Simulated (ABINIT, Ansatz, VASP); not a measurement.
## One structure in several programs: KMgH3 (Pm-3m, 5 atoms in the cell)

Self-consistent single point.

```xyz
5
Lattice="3.9881 0.0000 0.0000 0.0000 3.9881 0.0000 0.0000 0.0000 3.9881" Properties=species:S:1:pos:R:3 pbc="T T T"
K      0.0000     0.0000     0.0000
Mg     1.9941     1.9941     1.9941
H      1.9941     0.0000     1.9941
H      0.0000     1.9941     1.9941
H      1.9941     1.9941     0.0000
```

All programs got the same cell, k-point mesh and kind of occupations (some realise fixed ones as a very narrow smearing) (in Ansatz's words: kpoints.mp_grid.grid = 4 4 4; scf.occupations.method = fixed); potentials, basis and cutoffs are each program's usual ones.

```json
[
 {"code": "Ansatz", "model": "LDA (PW92), PAW files made with PBE", "pressure (GPa)": "-2.14", "gap on the mesh (eV)": "2.146", "cutoff": "default"},
 {"code": "VASP", "model": "LDA (PZ), VASP's LDA PAW potentials (set 64)", "pressure (GPa)": "-3.38", "gap on the mesh (eV)": "2.133", "cutoff": "300 eV"},
 {"code": "ABINIT", "model": "LDA (PW92), PAW (JTH v2.0 LDA PAW)", "pressure (GPa)": "-1.93", "gap on the mesh (eV)": "2.152", "cutoff": "30 Ha"}
]
```

Gaps are read on the mesh.

The spread over the programs that give each value: pressure within 1.45 GPa; gap on the mesh within 0.019 eV.

The starting cell comes from a database of computed structures (which also holds hypothetical and non-ambient phases and stackings), without a prior relaxation at this level.

Problem. Why do the programs differ, and what cannot be compared?

Solution. Differences of this kind can come from the potentials, where these differ, and from what each basis and cutoff leave unconverged. The valence holds different numbers of electrons (Ansatz (a first-principles code) 22, VASP 14, ABINIT 22). The zero of total energies and Fermi levels follows the potentials and each program's conventions, so they are not compared here. Ansatz's pressure is given at a fixed set of plane waves, as the other plane-wave codes print theirs; with its correction for the finite basis it is -2.08 GPa. The same LDA comes in different parametrisations, which differ slightly. In the pressure, VASP (by 1.23) lies more than 1 GPa from the median of the plane-wave programs.

VASP's run is marked for a possible Pulay error in its stress at this cutoff; no cutoff test was made.

VASP ran the fixed occupations as a Gaussian smearing of 0.01 eV.

Left out of this page: Quantum ESPRESSO, GPAW, CP2K, Elk, FLEUR and SIESTA (not drawn, or without a comparable value).

Keys are those of Ansatz 0.2.
